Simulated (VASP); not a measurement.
Method: PBE GGA, VASP's PBE PAW potentials (set 64) (plane waves; VASP).

A VASP calculation is set up with these files.

**INCAR**
```
SYSTEM = HfN
PREC = Accurate
ENCUT = 520
EDIFF = 1E-7
NELM = 100
ALGO = Normal
LREAL = .FALSE.
LASPH = .TRUE.
ISMEAR = 1
SIGMA = 0.1
GGA = PE
LMAXMIX = 6
LWAVE = .FALSE.
LCHARG = .FALSE.
ISIF = 2
```

File KPOINTS:
```
K-points
0
G
  14 14 14
0 0 0
```

File POSCAR:
```
HfN
1
    0.0000000000     2.2671672367     2.2671672367
    2.2671672367     0.0000000000     2.2671672367
    2.2671672367     2.2671672367     0.0000000000
Hf N
1 1
Direct
  0.0000000000   0.0000000000   0.0000000000
  0.5000000000   0.5000000000   0.5000000000
```

POTCAR, in this order: Hf_pv N (PBE.64 set). Program: vasp_std.

What VASP printed:

### OUTCAR
```
 ion  position               nearest neighbor table
   1  0.000  0.000  0.000-   2 2.27   2 2.27   2 2.27   2 2.27   2 2.27   2 2.27
   2  0.500  0.500  0.500-   1 2.27   1 2.27   1 2.27   1 2.27   1 2.27   1 2.27
  LATTYP: Found a face centered cubic cell.
 ALAT       =     4.5343344734
 Subroutine PRICEL returns:
 Original cell was already a primitive cell.
 Subroutine GETGRP returns: Found 48 space group operations
The static configuration has the point symmetry O_h .
The dynamic configuration has the point symmetry O_h .
 Subroutine INISYM returns: Found 48 space group operations
 Subroutine IBZKPT returns following result:
 Found    104 irreducible k-points:

 Following reciprocal coordinates:
            Coordinates               Weight
  0.000000  0.000000  0.000000      1.000000
  0.071429  0.000000  0.000000      8.000000
  0.142857  0.000000  0.000000      8.000000
  0.214286  0.000000  0.000000      8.000000
  0.285714  0.000000  0.000000      8.000000
  0.357143  0.000000  0.000000      8.000000
  0.428571  0.000000  0.000000      8.000000
  0.500000  0.000000  0.000000      4.000000
  0.071429  0.071429  0.000000      6.000000
  0.142857  0.071429  0.000000     24.000000
  0.214286  0.071429  0.000000     24.000000
  0.285714  0.071429  0.000000     24.000000
  0.357143  0.071429  0.000000     24.000000
  0.428571  0.071429  0.000000     24.000000
  0.500000  0.071429  0.000000     24.000000
 -0.428571  0.071429  0.000000     24.000000
 -0.357143  0.071429  0.000000     24.000000
 -0.285714  0.071429  0.000000     24.000000
 -0.214286  0.071429  0.000000     24.000000
 -0.142857  0.071429  0.000000     24.000000
 -0.071429  0.071429  0.000000     12.000000
  0.142857  0.142857  0.000000      6.000000
  0.214286  0.142857  0.000000     24.000000
  0.285714  0.142857  0.000000     24.000000
  0.357143  0.142857  0.000000     24.000000
  0.428571  0.142857  0.000000     24.000000
  0.500000  0.142857  0.000000     24.000000
 -0.428571  0.142857  0.000000     24.000000
 -0.357143  0.142857  0.000000     24.000000
 -0.285714  0.142857  0.000000     24.000000
 -0.214286  0.142857  0.000000     24.000000
 -0.142857  0.142857  0.000000     12.000000
  0.214286  0.214286  0.000000      6.000000
  0.285714  0.214286  0.000000     24.000000
  0.357143  0.214286  0.000000     24.000000
  0.428571  0.214286  0.000000     24.000000
  0.500000  0.214286  0.000000     24.000000
 -0.428571  0.214286  0.000000     24.000000
 -0.357143  0.214286  0.000000     24.000000
 -0.285714  0.214286  0.000000     24.000000
   k-points           NKPTS =    104   k-points in BZ     NKDIM =    104   number of bands    NBANDS=     11
   number of dos      NEDOS =    301   number of ions     NIONS =      2
   total plane-waves  NPLWV =  13824
   dimension x,y,z NGX =    24 NGY =   24 NGZ =   24
   dimension x,y,z NGXF=    48 NGYF=   48 NGZF=   48
   ions per type =               1   1
   PREC   = accura    normal or accurate (medium, high low for compatibility)
   ISTART =      0    job   : 0-new  1-cont  2-samecut
   ICHARG =      2    charge: 1-file 2-atom 10-const
   ISPIN  =      1    spin polarized calculation?
   LNONCOLLINEAR =      F non collinear calculations
   LSORBIT =      F    spin-orbit coupling
   INIWAV =      1    electr: 0-lowe 1-rand  2-diag
   ENCUT  =  520.0 eV  38.22 Ry    6.18 a.u.   5.96  5.96  5.96*2*pi/ulx,y,z
   NELM   =    100;   NELMIN=  2; NELMDL= -5     # of ELM steps
   EDIFF  = 0.1E-06   stopping-criterion for ELM
   LREAL  =      F    real-space projection
   NLSPLINE    = F    spline interpolate recip. space projectors
   LMAXMIX     =    6 max onsite mixed and CHGCAR
...
```

**OSZICAR**
```
       N       E                     dE             d eps       ncg     rms          rms(c)
DAV:   1     0.392876574820E+02    0.39288E+02   -0.83124E+03  2296   0.128E+03
DAV:   2    -0.224492808312E+02   -0.61737E+02   -0.58059E+02  3033   0.252E+02
DAV:   3    -0.247401055779E+02   -0.22908E+01   -0.22434E+01  2949   0.421E+01
DAV:   4    -0.247624504708E+02   -0.22345E-01   -0.22279E-01  2759   0.392E+00
DAV:   5    -0.247628050473E+02   -0.35458E-03   -0.35444E-03  3040   0.355E-01    0.482E+01
DAV:   6    -0.218412311291E+02    0.29216E+01   -0.15721E+01  2657   0.281E+01    0.405E+01
DAV:   7    -0.217774038426E+02    0.63827E-01   -0.69427E-01  2597   0.762E+00    0.262E+01
DAV:   8    -0.217653171081E+02    0.12087E-01   -0.14295E-01  2661   0.350E+00    0.623E+00
DAV:   9    -0.217540594161E+02    0.11258E-01   -0.64450E-02  2697   0.176E+00    0.153E+00
DAV:  10    -0.217536310802E+02    0.42834E-03   -0.23033E-03  2700   0.448E-01    0.334E-01
DAV:  11    -0.217536376005E+02   -0.65202E-05   -0.22705E-04  2873   0.134E-01    0.523E-02
DAV:  12    -0.217536340310E+02    0.35694E-05   -0.14729E-05  2785   0.361E-02    0.351E-02
DAV:  13    -0.217536337565E+02    0.27456E-06   -0.60899E-07  2701   0.843E-03    0.753E-04
DAV:  14    -0.217536337696E+02   -0.13072E-07   -0.83027E-09  1426   0.940E-04
   1 F= -.21753634E+02 E0= -.21753451E+02  d E =-.548568E-03
```

File OUTCAR:
```
------------------------ aborting loop because EDIFF is reached ----------------------------------------
  FORCE on cell =-STRESS in cart. coord.  units (eV):
  Direction    XX          YY          ZZ          XY          YZ          ZX
  --------------------------------------------------------------------------------------
  Total        0.0049489      0.0049489      0.0049489      0.0000000      0.0000000      0.0000000
  in kB        0.3402028      0.3402028      0.3402028      0.0000000      0.0000000      0.0000000
  external PRESSURE =       0.3402028 kB  Pullay stress =       0.0000000 kB
  volume of cell :       23.31
      direct lattice vectors                 reciprocal lattice vectors
     0.000000000  2.267167237  2.267167237    -0.220539531  0.220539531  0.220539531
     2.267167237  0.000000000  2.267167237     0.220539531 -0.220539531  0.220539531
     2.267167237  2.267167237  0.000000000     0.220539531  0.220539531 -0.220539531
 POSITION                                       TOTAL-FORCE (eV/Angst)
 -----------------------------------------------------------------------------------
      0.00000      0.00000      0.00000         0.000000     -0.000000      0.000000
      2.26717      2.26717      2.26717        -0.000000      0.000000     -0.000000
 -----------------------------------------------------------------------------------
    total drift:                                0.000000     -0.000000     -0.000000
  FREE ENERGIE OF THE ION-ELECTRON SYSTEM (eV)
  ---------------------------------------------------
  free  energy   TOTEN  =       -21.7536337696 eV

  energy  without entropy=      -21.7530852019  energy(sigma->0) =      -21.75345091
```
(Selected blocks of OUTCAR.)

The compound is HfN in the rock salt structure. It was relaxed first. The electron count is odd and the run is not spin-polarised, which forces a metal.
